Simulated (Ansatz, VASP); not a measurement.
# AlN in two plane-wave programs, part 2 of 2

Wanted: the spread between two codes on one cell, functional and k mesh. The cell is taken from a series of runs on this material, whose earlier steps may have relaxed, scaled, displaced or heated it; both programs get it as it stands.

VASP 6.6.1 and Ansatz 0.2.0.

So far: The structure; VASP: zone-centre phonons, LDA.

## Step 3: Ansatz: zone-centre phonons, LDA

Level of this step: Ansatz beside VASP: Kohn-Sham DFT, plane waves, LDA (Ansatz).

Ansatz runs on its PAW soft_1 files.

The same cell, functional (in two slightly different forms) and mesh now go to Ansatz, which takes its cutoff from its data sets.

File input.yaml:

```yaml
crystal:
  lattice:
    - [-0.0093753973, 2.158709516, 2.1844324784]
    - [2.158709516, -0.0093753973, 2.1844324784]
    - [2.1493341187, 2.1493341187, 0.0]
  atoms:
    - { symbol: "N", position: [0.2506192325, 0.2506192325, 0.2493807675] }
    - { symbol: Al, position: [-0.0006192325, -0.0006192325, 0.0006192325] }
kpoints:
  mp_grid: { grid: [12, 12, 12] }
hamiltonian:
  xc: lda
  pseudopotentials: { kind: paw, azcp: { folder: soft_1 }, xc_functional: pbe }
scf:
  occupations: { method: fixed }
output:
  eigenvalues: true
phonons:
  method: dfpt
```

Command:

```
> ansatz run input.yaml --threads 4 --pin off --max-ram 10240MiB --backend cpu --events-out ev --progress --plain --runs-dir out
```

Numbers of over 12 decimals in the logs are rounded to 6 here.

Output:

```text
zone centre: on kpoints.mp_grid the ground state, and the responses unless they are solved on pairs of k-points, stand on 476 of the mesh's 1728 k-points, reduced under 2 symmetry operations, with k and −k counted as one. Each operation leaves every solved displacement unchanged or reverses it
Engine: ansatz 0.2.0, aarch64-unknown-linux-gnu
Pseudopotentials: kind: paw
Pseudopotential: N, paw, valence charge 5, recommended cutoff 420 eV (normal), soft_1/N.paw.azcp
Pseudopotential: Al, paw, valence charge 3, recommended cutoff 420 eV (normal), soft_1/Al.paw.azcp
Functional definition: SPW92
  exchange = slater_x
  correlation = pw_c
Crystal: 2 atoms, lattice volume = 20.359 Å³
Basis set: ecut = 420 eV, 407 PW (Γ), exchange–correlation on 48×48×48 points (8 copies of the dense FFT grid, shifted against one another)
Bands: 8, of which v1, the nominal top of the filled ones, is band 4 counted from 1 (3 counted from 0)
Symmetry: 4 space group operations
k-points: 476 of 1728 (irreducible under 2 space group operations, time reversal used)
Non-local potential: N, projectors of the file, l = 0: 2, l = 1: 2, l = 2: 1
Non-local potential: Al, projectors of the file, l = 0: 2, l = 1: 2, l = 2: 1
PAW form: soft (Blöchl's): semilocal exchange-correlation on the pseudo side does not see the compensation charge
PAW frozen core: N, regenerated for the run's functional, and the local potential with it (the file was generated under x = pbe(κ = 0.804, μ = 0.219515), c = pbe(β = 0.066725))
PAW frozen core: Al, regenerated for the run's functional, and the local potential with it (the file was generated under x = pbe(κ = 0.804, μ = 0.219515), c = pbe(β = 0.066725))
PAW one-centre angular grid: N, 110 points (default); XC on 64 Gauss nodes
PAW one-centre angular grid: Al, 110 points (default); XC on 64 Gauss nodes
Initial density: superposition of atomic densities (chi_scale 0.1, normalization cell, long waves kept (reshape's long-wave potential 0.00 eV rms))
Initial wavefunctions: pseudopotential atomic-orbital guess
Functional: x = slater, c = lda
SCF iter   1: F=—  HF=-891.341719 eV  |F-HF|=—  |Δ(HF+E_count)|=         —  Δρ=1.38e-1  dr2=4.67e0  ethr=3.10e-3  ⟨swp⟩=4.1  Hψ=24789  notcnv=0  defer=11
preconditioner: auto → none  [insulator: Δε(μ)=5.578 eV  Ē_g=16.667 eV  n_scr=0 (ndim 8)  ℏωp=23.3 eV  f_vac=0.000  ε∞_Penn≈3.0]
SCF iter   2: F=—  HF=-890.054645 eV  |F-HF|=—  |Δ(HF+E_count)|=    1.29e0  Δρ=7.75e-2  dr2=7.42e-1  ethr=3.10e-3  ⟨swp⟩=2.7  Hψ=11864  notcnv=0  defer=702
SCF iter   3: F=—  HF=-889.829625 eV  |F-HF|=—  |Δ(HF+E_count)|=   2.25e-1  Δρ=2.22e-2  dr2=5.14e-2  ethr=3.10e-3  ⟨swp⟩=2.4  Hψ=8254  notcnv=0  defer=818
SCF iter   4: F=—  HF=-889.809168 eV  |F-HF|=—  |Δ(HF+E_count)|=   2.05e-2  Δρ=8.50e-4  dr2=4.72e-5  ethr=6.42e-4  ⟨swp⟩=2.0  Hψ=5331  notcnv=0  defer=952
SCF iter   5: F=—  HF=-889.809139 eV  |F-HF|=—  |Δ(HF+E_count)|=   2.92e-5  Δρ=2.68e-4  dr2=5.37e-6  ethr=5.90e-7  ⟨swp⟩=2.0  Hψ=5711  notcnv=0  defer=931
SCF iter   6: F=—  HF=-889.809136 eV  |F-HF|=—  |Δ(HF+E_count)|=   3.52e-6  Δρ=2.73e-5  dr2=7.22e-8  ethr=6.72e-8  ⟨swp⟩=2.0  Hψ=5712  notcnv=0  defer=44
SCF iter   7: F=—  HF=-889.809136 eV  |F-HF|=—  |Δ(HF+E_count)|=   1.10e-7  Δρ=4.49e-6  dr2=1.86e-9  ethr=9.03e-10  ⟨swp⟩=2.0  Hψ=5443  notcnv=0  defer=12
SCF iter   8: F=-889.809136 eV  HF=-889.809136 eV  |F-HF|=3.34e-11  |Δ(HF+E_count)|=  2.29e-10  Δρ=6.76e-7  dr2=5.54e-11  ethr=1.25e-12  ⟨swp⟩=5.8  Hψ=17230  notcnv=0
SCF 1 converged in 8 iterations: F = -889.809136 eV  dr2 = 5.54e-11
  greatest PAW one-centre occupation: 0.783 electrons in one spin orbital (limit 2), on the N atom at site 0 (counted from 0), in its partial waves of l = 0
DFPT response loops at Γ: preconditioner auto → none (the input reference at scf.mixing.eps_inf says where Resta's filter doesn't serve); β = 0.50; Broyden in place of MSR1
SCF converged after 8 iterations
Free energy (F): -889.809136 eV
Harris-Foulkes:  -889.809136 eV  (|F-HF|=3.34e-11)
Internal energy: -889.809136 eV  (E = F + TS)
E sigma→0 (E₀):  -889.809136 eV
Fermi energy:    6.969617 eV
--- Per-component energies (eV) ---
  E_band       = 14.901331
  E_kinetic    = 157.007102
  E_local      = -207.543513  (includes V_loc(G=0)·N_el)
  E_nonlocal   = 46.807999
  E_hartree    = 75.579780
  E_xc         = -98.192742
  E_vxc        = -106.911683  (∫ρ·V_xc dr)
  E_paw        = -564.701068  (= ΣΔE_a)
  E_vpaw       = -25.619035  (= ΣTr[D̂ρ^β])
  E_aug_tail   = 0.000857  (compensation charges beyond the density's cutoff)
  E_ewald      = -298.903312
  E_core_change = 0.135761  (= ΣΔE_core)
  E_smearing   = -0.000000  (= −TS)
  E_closure    = -0.000000  (closes the sum)
  Σ components = -889.809136   (vs F -889.809136, Δ=0.00e0)
--- Band table (eV; the first three rows and the last of 476) ---
  k-point 0: bands = ["-8.0337", "6.8780", "6.8897", "6.9696", "11.3440", "19.3743", "19.5045", "19.6085"]
  k-point 1: bands = ["-7.9262", "6.3538", "6.8558", "6.8704", "11.8103", "19.2862", "19.4869", "19.6352"]
  k-point 2: bands = ["-7.6141", "5.0846", "6.7607", "6.7660", "12.7141", "18.6456", "19.5966", "19.6362"]
  k-point 475: bands = ["-5.2080", "1.8204", "5.1059", "5.2359", "10.2015", "15.5935", "20.8347", "22.7027"]
--- Phonons (Γ-DFPT): 4 representative perturbations + reference, on 476 of 1728 k-points (Σ response iterations 12) ---
  k mesh reduced under 2 symmetry operations, with k and −k counted as one. Each operation leaves every solved displacement unchanged or reverses it
  ASR residual: 2.182e-4 → 0.000e0 eV/Å²; symmetrization residual: 4.375e-7 eV/Å²
  ASR residual per site (eV/Å²): 2.18e-4 5.55e-5
  Γ frequencies (cm⁻¹): 0.00 0.00 0.00 665.16 670.46 673.84
  non-analytic LO–TO correction: not included (Born effective charges unavailable; polar crystals: no LO–TO splitting at Γ)
```

The column dr2 measures how far the density is from self-consistency, as an energy; F and HF (Harris–Foulkes) agree once it is small.

## Step 4: Differences

Known differences besides the potentials themselves: fixed occupations in Ansatz, narrow Gaussian smearing in VASP; the cutoff is 420 eV in Ansatz and 600 eV in VASP; VASP's log shows a relativistic correction to its local exchange, Ansatz's none. Total energies have different zeros and are not compared.

Compared:

| quantity | Ansatz | VASP | difference |
| --- | --- | --- | --- |
| optical mode 1 (cm⁻¹) | 665.2 | 670.3 | -0.76 % |
| optical mode 2 (cm⁻¹) | 670.5 | 675.8 | -0.79 % |
| optical mode 3 (cm⁻¹) | 673.8 | 679.2 | -0.78 % |

Modes are paired by rising frequency, not by their patterns, so a pair may set unlike modes beside each other; they are those without the splitting of longitudinal modes.

## Step 5: Results

| Item | Value |
| --- | --- |
| r.m.s. difference of the optical zone-centre modes, each program's sorted by frequency (zone-centre phonons, LDA) | 5.2 cm⁻¹ |
| difference in optical mode 2 (zone-centre phonons, LDA) | -0.8 % |

What this shows: The r.m.s. difference of the optical zone-centre modes, each program's sorted by frequency is 5.2 cm⁻¹ (zone-centre phonons, LDA). Among the rows given in per cent, the largest difference of the zone-centre phonons, LDA pair is in optical mode 2, -0.8 %. Such differences can come from data sets, numerical settings and the points named under the comparisons, not from the functional's error against experiment.

[Lines on the potential files, build, host, timing and source positions are cut from VASP's logs without a mark.]

[Logs are printed without paths, hosts, clocks, repeated set-up lines and the standing remarks that a program may print on its own settings, such as how far it seeks lower states.]

[Hosts, paths, dates, database ids (printed as entryN), source tags and the programs' standing remarks are cut or masked in the printed files.]
